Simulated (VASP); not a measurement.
An input for Quantum ESPRESSO's pw.x (written as the equivalent of a VASP run, and not itself run):

```
&CONTROL
  calculation = 'scf'
  pseudo_dir = './pseudo'
  outdir = './out'
  tprnfor = .true.
  tstress = .true.
/
&SYSTEM
  ibrav = 0
  nat = 1
  ntyp = 1
  ecutwfc = 76
  occupations = 'tetrahedra'
  input_dft = 'pw91'
/
&ELECTRONS
  conv_thr = 7.3e-09
  electron_maxstep = 100
/
ATOMIC_SPECIES
  Au 196.967 Au.upf
CELL_PARAMETERS angstrom
     0.0000000    2.0824569    2.0824569
     2.0824569    0.0000000    2.0824569
     2.0824569    2.0824569    0.0000000
ATOMIC_POSITIONS crystal
  Au   0.0000000  0.0000000  0.0000000
K_POINTS automatic
  17 17 17 0 0 0
```

Problem. Write the VASP files for the same calculation (PW91).

Solution. One answer among several that fit: 
INCAR:
```
# general
SYSTEM   =  Au
PREC     =  Accurate
ENCUT    =  520   # plane-wave cut-off (eV)
LREAL    =  .FALSE.
LASPH    =  .TRUE.   # aspherical one-centre terms

# electronic loop
EDIFF    =  1E-7   # SCF stop (eV)
NELM     =  100   # most electronic steps
ALGO     =  Normal   # blocked Davidson
LMAXMIX  =  6

# smearing
ISMEAR   =  -5

# functional
GGA      =  91   # PW91

# ions
ISIF     =  2   # forces and stress, cell fixed

# output
LWAVE    =  .FALSE.
LCHARG   =  .TRUE.
LORBIT   =  11   # lm-projected
NEDOS    =  601
```

### POSCAR
```
Au
4.1649140
  0.0000000000   0.4999999864   0.4999999864
  0.4999999864   0.0000000000   0.4999999864
  0.4999999864   0.4999999864   0.0000000000
Au
1
Direct
  0.0000000000   0.0000000000   0.0000000000
```

**KPOINTS**
```
kpoints
0
Gamma
  17 17 17
```

POTCAR, in this order: Au (PBE.64 set). Program: vasp_std.

The two are equivalent in intent, not identical: the potentials are each code's own (VASP's PAW set, PseudoDojo norm-conserving files in pw.x), so ENCUT and ecutwfc are chosen apart and not converted; conv_thr bounds pw.x's estimated SCF error, while EDIFF bounds the energy change between steps.

The compound is Au in the fcc structure. It was relaxed first, which changed the volume by +6 %.
